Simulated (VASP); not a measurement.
Calculation: revPBE GGA, VASP's PBE PAW potentials (set 64) (plane waves; VASP).

VASP ran on this input.

File KPOINTS:
```
Automatic mesh
0
Gamma
7 7 7
0 0 0
```

INCAR:
```
! general
SYSTEM =ZnSe
PREC   =Accurate
ENCUT  =520
LREAL  =F
LASPH  =T

! electronic loop
EDIFF  =1E-6
NELM   =100
ALGO   =Normal
LMAXMIX=4

! smearing
ISMEAR =0
SIGMA  =0.05

! functional
GGA    =RE

! ions
IBRION =2
NSW    =60
ISIF   =3
EDIFFG =-0.01

! output
LWAVE  =F
LCHARG =F
```

File POSCAR:
```
ZnSe
1
    0.0000000000     2.8350000000     2.8350000000
    2.8350000000     0.0000000000     2.8350000000
    2.8350000000     2.8350000000     0.0000000000
Zn Se
1 1
Direct
  0.0000000000   0.0000000000   0.0000000000
  0.2500000000   0.2500000000   0.2500000000
```

POTCAR, in this order: Zn Se (PBE.64 set). Program: vasp_std.

The run wrote:

OUTCAR:
```
 ion  position               nearest neighbor table
   1  0.000  0.000  0.000-   2 2.46   2 2.46   2 2.46   2 2.46
   2  0.250  0.250  0.250-   1 2.46   1 2.46   1 2.46   1 2.46
  LATTYP: Found a face centered cubic cell.
 ALAT       =     5.6700000000
 Subroutine PRICEL returns:
 Original cell was already a primitive cell.
 Subroutine GETGRP returns: Found 24 space group operations
The static configuration has the point symmetry T_d .
The dynamic configuration has the point symmetry T_d .
 Subroutine INISYM returns: Found 24 space group operations
 Subroutine IBZKPT returns following result:
 Found     20 irreducible k-points:

 Following reciprocal coordinates:
            Coordinates               Weight
  0.000000  0.000000  0.000000      1.000000
  0.142857  0.000000  0.000000      8.000000
  0.285714  0.000000  0.000000      8.000000
  0.428571  0.000000  0.000000      8.000000
  0.142857  0.142857  0.000000      6.000000
  0.285714  0.142857  0.000000     24.000000
  0.428571  0.142857  0.000000     24.000000
 -0.428571  0.142857  0.000000     24.000000
 -0.285714  0.142857  0.000000     24.000000
...
```

**OSZICAR**
```
       N       E                     dE             d eps       ncg     rms          rms(c)
DAV:   1     0.825816370174E+02    0.82582E+02   -0.90894E+03   520   0.157E+03
DAV:   2    -0.468021088046E+00   -0.83050E+02   -0.79258E+02   545   0.268E+02
DAV:   3    -0.565908369806E+01   -0.51911E+01   -0.51659E+01   650   0.682E+01
DAV:   4    -0.570705970910E+01   -0.47976E-01   -0.47966E-01   570   0.696E+00
DAV:   5    -0.570732371727E+01   -0.26401E-03   -0.26400E-03   630   0.487E-01    0.507E+00
DAV:   6    -0.544938111448E+01    0.25794E+00   -0.63814E-01   742   0.277E+01    0.381E+00
DAV:   7    -0.543477492425E+01    0.14606E-01   -0.19606E-01   560   0.431E+00    0.157E+00
DAV:   8    -0.543695137573E+01   -0.21765E-02   -0.51795E-03   595   0.680E-01    0.481E-01
DAV:   9    -0.543780796558E+01   -0.85659E-03   -0.15951E-03   560   0.323E-01    0.753E-02
DAV:  10    -0.543800665126E+01   -0.19869E-03   -0.24801E-04   588   0.131E-01    0.199E-02
DAV:  11    -0.543804413732E+01   -0.37486E-04   -0.73836E-05   565   0.671E-02    0.734E-03
DAV:  12    -0.543804815557E+01   -0.40182E-05   -0.82327E-06   600   0.262E-02    0.613E-03
DAV:  13    -0.543804839597E+01   -0.24040E-06   -0.16991E-06   518   0.134E-02
   1 F= -.54380484E+01 E0= -.54380484E+01  d E =-.543805E+01
       N       E                     dE             d eps       ncg     rms          rms(c)
DAV:   1    -0.656992621978E+01   -0.11319E+01   -0.16089E+01   615   0.907E+01    0.741E+00
DAV:   2    -0.563286951843E+01    0.93706E+00   -0.26857E+00   610   0.372E+01    0.291E+00
DAV:   3    -0.549889069124E+01    0.13398E+00   -0.17544E-01   633   0.612E+00    0.140E+00
DAV:   4    -0.547362062122E+01    0.25270E-01   -0.28818E-02   560   0.200E+00    0.415E-01
DAV:   5    -0.547121092255E+01    0.24097E-02   -0.57095E-03   620   0.236E+00    0.130E-01
DAV:   6    -0.547093977791E+01    0.27114E-03   -0.28023E-03   610   0.143E+00    0.425E-02
DAV:   7    -0.547097695761E+01   -0.37180E-04   -0.21612E-04   590   0.170E-01    0.186E-02
DAV:   8    -0.547098093950E+01   -0.39819E-05   -0.20674E-05   564   0.539E-02    0.290E-03
DAV:   9    -0.547098198157E+01   -0.10421E-05   -0.48155E-06   580   0.211E-02    0.160E-03
DAV:  10    -0.547098192298E+01    0.58588E-07   -0.55460E-08   285   0.242E-03
   2 F= -.54709819E+01 E0= -.54709819E+01  d E =-.329335E-01
       N       E                     dE             d eps       ncg     rms          rms(c)
DAV:   1    -0.551620212284E+01   -0.45220E-01   -0.58470E-01   620   0.154E+01    0.149E+00
DAV:   2    -0.547840828175E+01    0.37794E-01   -0.14456E-01   615   0.109E+01    0.535E-01
DAV:   3    -0.547390716565E+01    0.45011E-02   -0.50462E-03   550   0.715E-01    0.254E-01
DAV:   4    -0.547285894369E+01    0.10482E-02   -0.78424E-04   598   0.328E-01    0.106E-01
DAV:   5    -0.547272459548E+01    0.13435E-03   -0.19643E-04   752   0.259E-01    0.859E-03
DAV:   6    -0.547272594081E+01   -0.13453E-05   -0.50409E-05   570   0.115E-01    0.949E-03
DAV:   7    -0.547272619043E+01   -0.24962E-06   -0.76989E-06   590   0.464E-02
   3 F= -.54727262E+01 E0= -.54727262E+01  d E =-.346778E-01
       N       E                     dE             d eps       ncg     rms          rms(c)
DAV:   1    -0.547401454167E+01   -0.12886E-02   -0.17858E-02   620   0.275E+00    0.260E-01
DAV:   2    -0.547286264753E+01    0.11519E-02   -0.41286E-03   615   0.170E+00    0.951E-02
DAV:   3    -0.547271849655E+01    0.14415E-03   -0.14883E-04   550   0.985E-02    0.453E-02
DAV:   4    -0.547268554198E+01    0.32955E-04   -0.20389E-05   575   0.450E-02    0.180E-02
DAV:   5    -0.547268147657E+01    0.40654E-05   -0.50684E-06   695   0.429E-02    0.175E-03
DAV:   6    -0.547268162094E+01   -0.14437E-06   -0.18378E-06   380   0.238E-02
   4 F= -.54726816E+01 E0= -.54726816E+01  d E =-.346332E-01
       N       E                     dE             d eps       ncg     rms          rms(c)
DAV:   1    -0.547304291265E+01   -0.36144E-03   -0.44771E-03   620   0.137E+00    0.129E-01
DAV:   2    -0.547275959533E+01    0.28332E-03   -0.10369E-03   615   0.866E-01    0.467E-02
DAV:   3    -0.547272616893E+01    0.33426E-04   -0.36595E-05   545   0.503E-02    0.221E-02
DAV:   4    -0.547271891472E+01    0.72542E-05   -0.51776E-06   570   0.238E-02    0.893E-03
DAV:   5    -0.547271786632E+01    0.10484E-05   -0.92826E-07   290   0.213E-02    0.873E-04
DAV:   6    -0.547271790378E+01   -0.37460E-07   -0.72798E-07   260   0.144E-02
   5 F= -.54727179E+01 E0= -.54727179E+01  d E =-.346695E-01
       N       E                     dE             d eps       ncg     rms          rms(c)
DAV:   1    -0.547315946154E+01   -0.44160E-03   -0.59065E-03   620   0.157E+00    0.149E-01
DAV:   2    -0.547278149845E+01    0.37796E-03   -0.13762E-03   615   0.100E+00    0.540E-02
DAV:   3    -0.547273642567E+01    0.45073E-04   -0.48792E-05   550   0.581E-02    0.257E-02
DAV:   4    -0.547272657206E+01    0.98536E-05   -0.69365E-06   580   0.278E-02    0.104E-02
DAV:   5    -0.547272519920E+01    0.13729E-05   -0.13807E-06   350   0.249E-02    0.969E-04
DAV:   6    -0.547272524371E+01   -0.44510E-07   -0.92638E-07   260   0.165E-02
   6 F= -.54727252E+01 E0= -.54727252E+01  d E =-.733993E-05
```

### OUTCAR
```
------------------------ aborting loop because EDIFF is reached ----------------------------------------
  FORCE on cell =-STRESS in cart. coord.  units (eV):
  Direction    XX          YY          ZZ          XY          YZ          ZX
  --------------------------------------------------------------------------------------
  Total        0.0012475      0.0012475      0.0012475      0.0000000     -0.0000000     -0.0000000
  in kB        0.0411419      0.0411419      0.0411419      0.0000000     -0.0000000     -0.0000000
  external PRESSURE =       0.0411419 kB  Pullay stress =       0.0000000 kB
  volume of cell :       48.58
      direct lattice vectors                 reciprocal lattice vectors
     0.000000000  2.896065838  2.896065838    -0.172648009  0.172648009  0.172648009
     2.896065838  0.000000000  2.896065838     0.172648009 -0.172648009  0.172648009
     2.896065838  2.896065838 -0.000000000     0.172648009  0.172648009 -0.172648009
  FREE ENERGIE OF THE ION-ELECTRON SYSTEM (eV)
  ---------------------------------------------------
  free  energy   TOTEN  =        -5.4727252437 eV

  energy  without entropy=       -5.4727252437  energy(sigma->0) =       -5.47272524

 reached required accuracy - stopping structural energy minimisation
```
(Selected blocks of OUTCAR.)

File CONTCAR:
```
ZnSe
   1.00000000000000
     0.0000000000000000    2.8960658377719506    2.8960658377719506
     2.8960658377719506    0.0000000000000000    2.8960658377719506
     2.8960658377719506    2.8960658377719506   -0.0000000000000000
  Zn              Se
     1     1
Direct
     0.0000000000000000    0.0000000000000000    0.0000000000000000
     0.2500000000000000    0.2500000000000000    0.2500000000000000
```

File OUTCAR:
```
 val. band max:        1.1635178155   @ k =   0.0000   0.0000   0.0000

 cond. band min:       2.3171540423   @ k =   0.0000   0.0000   0.0000


 Fermi energy:         1.3911140981

 k-point     1 :       0.0000    0.0000    0.0000
  band No.  band energies     occupation
      1     -11.6693      2.00000
      2      -5.1366      2.00000
      3      -5.1366      2.00000
      4      -5.1366      2.00000
      5      -4.8213      2.00000
      6      -4.8213      2.00000
      7       1.1635      2.00000
      8       1.1635      2.00000
      9       1.1635      2.00000
     10       2.3172      0.00000
     11       7.0198      0.00000
     12       7.0198      0.00000
     13       7.0198      0.00000

 k-point     2 :       0.1429    0.0000    0.0000
  band No.  band energies     occupation
      1     -11.5555      2.00000
      2      -5.1214      2.00000
      3      -5.1192      2.00000
      4      -5.1192      2.00000
      5      -4.8225      2.00000
      6      -4.8225      2.00000
      7      -0.3189      2.00000
      8       0.9934      2.00000
      9       0.9934      2.00000
     10       3.4251      0.00000
     11       6.9718      0.00000
     12       7.3104      0.00000
     13       7.3104      0.00000

 k-point     3 :       0.2857    0.0000    0.0000
  band No.  band energies     occupation
      1     -11.2781      2.00000
      2      -5.0846      2.00000
      3      -5.0846      2.00000
      4      -5.0279      2.00000
      5      -4.8190      2.00000
      6      -4.8190      2.00000
      7      -2.1043      2.00000
      8       0.6580      2.00000
      9       0.6580      2.00000
     10       3.8293      0.00000
     11       7.6558      0.00000
     12       7.6558      0.00000
     13       8.0349      0.00000

 k-point     4 :       0.4286    0.0000    0.0000
  band No.  band energies     occupation
      1     -11.0287      2.00000
      2      -5.0633      2.00000
      3      -5.0633      2.00000
...
```

Energy and stress use the plane-wave basis of the starting cell.

The compound is ZnSe in the zinc blende structure. This run relaxes it. Symmetry was kept, so distortions that lower it aren't found.
